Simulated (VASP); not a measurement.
The system is BrCIH2, in a box.

```xyz
5
Lattice="13.0000 0.0000 0.0000 0.0000 11.0000 0.0000 0.0000 0.0000 12.0000" Properties=species:S:1:pos:R:3 pbc="T T T"
Br    4.8970    5.2504    6.3705
C     6.7322    5.4232    5.8340
I     8.1290    4.5622    7.1858
H     6.9625    6.4798    5.7623
H     6.8521    4.9188    4.8822
```

Base run:

* Program: VASP 6.6.1
* Functional: r2SCAN0
* Dispersion: D4
* Potentials or basis: VASP PAW PBE potentials, release 64 (Br, C_h, I, H_h)
* Cutoff: 900 eV
* k mesh: 1 × 1 × 1
* Occupations: gaussian, width 0.01 eV
* Spin: no spin polarisation

Its results: gap between the frontier levels 6.29 eV; largest force 0.216 eV/Å.

Task: The run is repeated on the same cell with these changes: functional from r2SCAN0 to revPBE; potentials or basis from VASP PAW PBE potentials, release 64 (Br, C_h, I, H_h) to VASP PAW PBE potentials, release 64 (Br, C, I, H); cutoff from 900 eV to 520 eV. What comes out?

Result: Gap between the frontier levels 4.01 eV; largest force 0.523 eV/Å.

Caveats: the PAW data sets were made with another functional, which shifts forces and pressure a little; spin-orbit coupling is left out, which moves the levels of the heavy elements.

A k mesh can miss the band edges.

Not every run made on this cell is shown here.
